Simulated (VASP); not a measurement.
Data:

```
CdF2
1.0
    0.00000     2.77511     2.77511
    2.77511     0.00000     2.77511
    2.77511     2.77511     0.00000
Cd F
1 2
Direct
  0.00000   0.00000   0.00000
  0.25000   0.25000   0.25000
  0.75000   0.75000   0.75000
```

These are optB88-vdW, VASP's PBE PAW potentials (set 64) (plane waves; VASP) values and carry that method's errors. Settings: 520 eV cut-off, 7×7×7 Γ-centred mesh, Gaussian smearing of 0.050 eV, potentials Cd F.

Problem. Predict the energy per atom (σ→0), pressure.

Solution. 
The energy per atom (σ→0) is -1.333 eV/atom and the pressure is -52.1 kbar.

The absolute energy has meaning only against runs of the same code, potentials and settings.

The compound is CdF2 in the fluorite structure. This cell is one point of a volume scan, at 1.06 of the reference volume.
